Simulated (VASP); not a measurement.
Here is the system:

```xyz
2
Lattice="1.3449 -2.3294 0.0000 1.3449 2.3294 0.0000 0.0000 0.0000 4.2421" Properties=species:S:1:pos:R:3 pbc="T T T"
Ru     1.3449     0.7765     1.0605
Ru     1.3449    -0.7765     3.1816
```

All values below come from PBEsol GGA, VASP's PBE PAW potentials (set 64) (plane waves; VASP 6.6.1). Numerical set-up: 480 eV cut-off, 14×14×8 Γ-centred mesh, first-order Methfessel-Paxton smearing of 0.10 eV, potentials Ru_pv.

Problem. What does the run give for the energy per atom (σ→0), band gap (on the k-mesh) with the smallest direct gap where there is one?

Solution. 
| Item | Result |
|---|---|
| band gap (on the k-mesh) | none (metal, semimetal or under 0.01 eV) |
| energy per atom (σ→0) | -10.168 eV/atom |

Only differences to runs with the same potentials and settings are physical.

The compound is Ru in the hcp structure. It was relaxed first.
